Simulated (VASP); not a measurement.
Given:

```xyz
40
Lattice="-5.1263 5.1263 5.1263 5.1263 -5.1263 5.1263 5.1263 5.1263 -5.1263" Properties=species:S:1:pos:R:3 pbc="T T T"
In     2.5631     2.5631     2.5631
In    -2.5631     2.5631     2.5631
In     2.5631     2.5631    -2.5631
In     2.5631    -2.5631     2.5631
In     4.7828     0.0000     2.5631
In     0.3435     0.0000     7.6894
In     2.5631     4.7828     0.0000
In     7.6894     0.3435     0.0000
In     0.0000     2.5631     4.7828
In     0.0000     7.6894     0.3435
In     0.3435     5.1263     2.5631
In     4.7828     5.1263    -2.5631
In     2.5631     0.3435     5.1263
In    -2.5631     4.7828     5.1263
In     5.1263     2.5631     0.3435
In     5.1263    -2.5631     4.7828
O      4.0036     1.5676     3.9288
O      6.2489     3.5587     3.9288
O      1.1227     1.5676     6.3238
O     -1.1227     3.5587     6.3238
O      3.9288     4.0036     1.5676
O      3.9288     6.2489     3.5587
O      6.3238     1.1227     1.5676
O      6.3238    -1.1227     3.5587
O      1.5676     3.9288     4.0036
O      3.5587     3.9288     6.2489
O      1.5676     6.3238     1.1227
O      3.5587     6.3238    -1.1227
O      1.1227     3.5587     1.1975
O     -1.1227     1.5676     1.1975
O      4.0036     3.5587    -1.1975
O      6.2489     1.5676    -1.1975
O      1.1975     1.1227     3.5587
O      1.1975    -1.1227     1.5676
O     -1.1975     4.0036     3.5587
O     -1.1975     6.2489     1.5676
O      3.5587     1.1975     1.1227
O      1.5676     1.1975    -1.1227
O      3.5587    -1.1975     4.0036
O      1.5676    -1.1975     6.2489
```

Method: revPBE GGA, VASP's PBE PAW potentials (set 64) (plane waves; VASP). Settings: LREAL = Auto, 400 eV cut-off, 3×3×3 Γ-centred mesh, Fermi-Dirac smearing of 0.10 eV, potentials In_d O.

At this cut-off the stress carries a Pulay error, which pulls relaxed volumes low.

**Question.** Which forces act on the atoms, in eV/Å?

**Answer.** 
```
atom      Fx      Fy      Fz
----  ------  ------  ------
In1    0.000   0.000   0.000
In2    0.000   0.000   0.000
In3    0.000   0.000   0.000
In4    0.000   0.000   0.000
In5    0.006   0.000   0.000
In6   -0.006   0.000   0.000
In7    0.000   0.006   0.000
In8    0.000  -0.006   0.000
In9    0.000   0.000   0.006
In10   0.000   0.000  -0.006
In11  -0.006   0.000   0.000
In12   0.006   0.000   0.000
In13   0.000  -0.006   0.000
In14   0.000   0.006   0.000
In15   0.000   0.000  -0.006
In16   0.000   0.000   0.006
O17   -0.069   0.221  -0.213
O18    0.069  -0.221  -0.213
O19    0.069   0.221   0.213
O20   -0.069  -0.221   0.213
O21   -0.213  -0.069   0.221
O22   -0.213   0.069  -0.221
O23    0.213   0.069   0.221
O24    0.213  -0.069  -0.221
O25    0.221  -0.213  -0.069
O26   -0.221  -0.213   0.069
O27    0.221   0.213   0.069
O28   -0.221   0.213  -0.069
O29    0.069  -0.221   0.213
O30   -0.069   0.221   0.213
O31   -0.069  -0.221  -0.213
O32    0.069   0.221  -0.213
O33    0.213   0.069  -0.221
O34    0.213  -0.069   0.221
O35   -0.213  -0.069  -0.221
O36   -0.213   0.069   0.221
O37   -0.221   0.213   0.069
O38    0.221   0.213  -0.069
O39   -0.221  -0.213  -0.069
O40    0.221  -0.213   0.069
```

**Question.** Give the stress tensor in GPa (positive for a compressed cell).

**Answer.** 
```
0.84  0.00  0.00
0.00  0.84  0.00
0.00  0.00  0.84
```
The pressure is its mean diagonal, 0.84 GPa.

The structure was generated: In2O3 was put into an ordered model structure, a phase also known from measurement. The cell was not relaxed at this level.
